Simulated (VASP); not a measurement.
Write the native input for VASP 6.6.1 that does the following.

- Task: single point
- Functional: LDA
- Potentials or basis: VASP PAW LDA potentials, release 64 (Mg, S)
- Cutoff: 520 eV
- k mesh: 8 × 8 × 8
- Occupations: gaussian, width 0.02 eV
- Spin: no spin polarisation
- Dipole correction: no
- Further INCAR settings: ALGO = Normal; EDIFF = 1e-06; NBANDS = 11

The structure of MgS lies in POSCAR:

```
MgS
1.0
    0.0000000000      2.7969475073      2.7969475073
    2.7969475073      0.0000000000      2.7969475073
    2.7969475073      2.7969475073      0.0000000000
Mg S
1 1
Direct
    0.0000000000      0.0000000000      0.0000000000
    0.2500000000      0.2500000000      0.2500000000
```

The cell was built by a generator and needn't be a form met in nature.

The input as run:

INCAR

```
PREC = Accurate
ENCUT = 520
EDIFF = 1E-6
ISMEAR = 0
SIGMA = 0.02
LREAL = F
LASPH = T
NELM = 100
ALGO = Normal
ISIF = 2
LWAVE = F
LCHARG = F
NBANDS = 11
```

KPOINTS

```
Automatic mesh
0
Gamma
  8 8 8
```

Potentials or basis: VASP PAW LDA potentials, release 64 (Mg, S).

Launch:

```console
$ cat potpaw_LDA.64/Mg/POTCAR potpaw_LDA.64/S/POTCAR > POTCAR
$ mpirun -np 1 vasp_std > vasp.out
```

It gave:

The pressure is -0.3 GPa and the band gap on the k mesh is 3.38 eV, direct.

Wall time 10 s on 1 thread of Intel(R) Xeon(R) Platinum 8488C (Sapphire Rapids) (shared host), peak memory 0.15 GiB.
